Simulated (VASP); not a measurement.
These are PBE GGA, VASP's PBE PAW potentials (set 64) (plane waves; VASP) values and carry that method's errors.

A VASP calculation is set up with these files.

INCAR:
```
# general
SYSTEM  = Zn32HS32
PREC    = Normal
ENCUT   = 400
LREAL   = Auto
LASPH   = T
ISYM    = 0
NELECT  = 576.0

# electronic loop
EDIFF   = 1E-5
NELM    = 100
NELMIN  = 4
ALGO    = Fast
LMAXMIX = 4

# smearing
ISMEAR  = 0
SIGMA   = 0.05

# functional
GGA     = PE

# ions
IBRION  = 2
NSW     = 120
ISIF    = 2
EDIFFG  = -0.03

# output
LWAVE   = F
LCHARG  = F
```

KPOINTS:
```
Regular mesh
0
G
 1 1 1
0 0 0
```

**POSCAR**
```
Zn32HS32
1
   10.8925962364     0.0000000000     0.0000000000
    0.0000000000    10.8925962364    -0.0000000000
   -0.0000000000    -0.0000000000    10.8925962364
Zn S H
32 32 1
Direct
  0.4992918289   0.9977670271   0.9962342411
  0.7534049386   0.2496494453   0.9986404787
  0.7512331990   0.0004259623   0.2492108924
  0.9983268746   0.9995752605   0.9946916652
  0.2504267856   0.2514116118   0.9995496219
  0.4993230857   0.4988511175   0.0051636309
  0.7466211308   0.7485961064   0.9983036375
  0.2412190815   0.9958446610   0.2409993934
  0.5062346072   0.2464582065   0.2455405773
  0.7501982901   0.5025234908   0.2437099969
  0.5032190989   0.9989543603   0.5024965714
  0.7501922228   0.2515179409   0.4966002803
  0.7520740857   0.9982865026   0.7511436810
  0.0018675033   0.4986457686   0.0002826093
  0.2507356173   0.7520070744   0.9988458273
  0.9987108963   0.2446732610   0.2428536435
  0.2546669417   0.5081829198   0.2462912652
  0.5026228984   0.7485381672   0.2463121318
  0.0016823491   0.0007734134   0.4944532465
  0.2236902919   0.2250738167   0.5078979061
  0.5200274391   0.5117357221   0.4929351465
  0.7534797775   0.7510829114   0.4988656263
  0.2534684395   0.9997910595   0.7489927888
  0.5106313682   0.2371947077   0.7539272845
  0.7530198213   0.5008298886   0.7489115812
  0.0015949211   0.7485024493   0.2496025111
  0.9983319509   0.5028544687   0.5005432214
  0.2523790487   0.7494901690   0.4973216031
  0.9994719365   0.2540904005   0.7496470763
  0.2333787744   0.5157614506   0.7597171765
  0.5004496113   0.7497437091   0.7486480019
  0.9978263998   0.7521987452   0.7474793748
  0.6256025736   0.1234706567   0.1206986111
  0.8719344068   0.3748722130   0.1256026924
  0.8765057198   0.1271760116   0.3727833379
  0.1261760798   0.1250463548   0.1233248879
  0.3727077537   0.3754561527   0.1260974917
  0.6278153056   0.6256558215   0.1242501754
  0.8743515866   0.8761231867   0.1228977607
  0.3781093194   0.1289644684   0.3749856762
  0.6241584286   0.3696198296   0.3683234964
  0.8750973576   0.6243102843   0.3708111721
  0.6259487230   0.1262650070   0.6184265018
  0.8741538178   0.3745015525   0.6230431722
  0.8740382459   0.1248620187   0.8718363139
  0.1246307974   0.6279892486   0.1224323163
  0.3746871131   0.8770222220   0.1270618044
  0.1272922386   0.3802979393   0.3711349371
  0.3759774610   0.6242945896   0.3707532682
  0.6241023908   0.8778508450   0.3722315518
  0.1258884025   0.1262587423   0.6203333135
  0.3778602731   0.3809256531   0.6006659667
  0.6306185953   0.6263401080   0.6228841535
  0.8756437863   0.8792711503   0.6211708118
  0.3735480492   0.1278119118   0.8754941341
  0.6229902172   0.3768996714   0.8712208691
  0.8746883629   0.6228401212   0.8722790817
  0.1279394749   0.8755973228   0.3726284023
  0.1225542034   0.6290564187   0.6232910129
  0.3759458074   0.8767064203   0.6241791584
  0.1272009319   0.3746835619   0.8718638507
  0.3761774715   0.6230748108   0.8715315591
  0.6250283707   0.8762054724   0.8702061777
  0.1264461643   0.8773122217   0.8717001018
  0.3433403547   0.3381492154   0.5137305493
```

POTCAR, in this order: Zn S H (PBE.64 set). Program: vasp_gam.

The cell is charged, with a uniform compensating background. The supercell is sampled at Γ alone, which is coarse: total energies, pressure and levels can be off, energies of defects by several tenths of an eV.

Predict the energy per atom (σ→0).

```
Quantity                               Result
---------------------  ----------------------
energy per atom (σ→0)  -331.1 kJ/mol of atoms
```

File OSZICAR:
```
...
RMM:   4    -0.223030222393E+03   -0.10868E-05   -0.39683E-05   502   0.141E-02
  48 F= -.22303022E+03 E0= -.22303022E+03  d E =-.486909E-03
       N       E                     dE             d eps       ncg     rms          rms(c)
DAV:   1    -0.223030387462E+03   -0.16616E-03   -0.35316E-02   728   0.333E-01    0.890E-02
RMM:   2    -0.223030442829E+03   -0.55367E-04   -0.61734E-04   696   0.445E-02    0.225E-02
RMM:   3    -0.223030451041E+03   -0.82116E-05   -0.10070E-04   601   0.185E-02    0.184E-02
RMM:   4    -0.223030451652E+03   -0.61134E-06   -0.20533E-05   423   0.106E-02
  49 F= -.22303045E+03 E0= -.22303045E+03  d E =-.229259E-03
```

The cell is a supercell with a defect, built from ZnS (zinc blende): H_i, charge +1. The run is not spin-polarised, so no state with unpaired spins was tried.
